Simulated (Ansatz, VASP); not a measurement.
TaSBr in VASP and in Ansatz

```xyz
3
Lattice="4.0444 0.0000 0.0000 0.0000 4.0444 0.0000 0.0000 0.0000 5.5292" Properties=species:S:1:pos:R:3 pbc="T T T"
Ta    2.0222    2.0222    4.0663
S     0.0000    0.0000    0.6306
Br    2.0222    2.0222    2.1720
```

Alike in both runs: task single point; functional PBE; k mesh 4 × 4 × 4; occupations gaussian, width 0.1 eV; no spin polarisation.

|  | VASP | Ansatz |
| --- | --- | --- |
| version | VASP 6.6.1 | Ansatz 0.2.0 |
| potentials or method | VASP PAW PBE potentials, release 64 (Ta_pv, S, Br) | scalar-relativistic, plane waves, PAW |
| plane-wave cutoff (eV) | 520 | 420 |
| valence electrons in the cell | 24 | 26 |

VASP gave:

```
gap on the k mesh at the Fermi level (eV)       : none
pressure (GPa)                                  : 14.2
largest component of the traceless stress (GPa) : 49.25
rms of the force components (eV/Å)              : 10.209
```

Q: What did Ansatz give for the same quantities?

A: gap on the k mesh at the Fermi level (eV): none; pressure (GPa): 13.9; largest component of the traceless stress (GPa): 48.56; rms of the force components (eV/Å): 10.062.

Atom by atom the forces differ by 0.147 eV/Å (rms over components). A gap of «none» marks a metal or a gap that the smearing closes. The functional is the same, so the differences come from potentials, cutoffs and numerics. The two sets of potentials don't hold the same shells in valence.

Caveats: the k mesh is coarse (spacing up to 0.39 Å⁻¹), so the values aren't converged; forces of over 1 eV/Å show positions far from the minimum, so gaps and moduli don't describe the material at rest. The runs have no spin-orbit coupling, so splittings on Ta are missing.
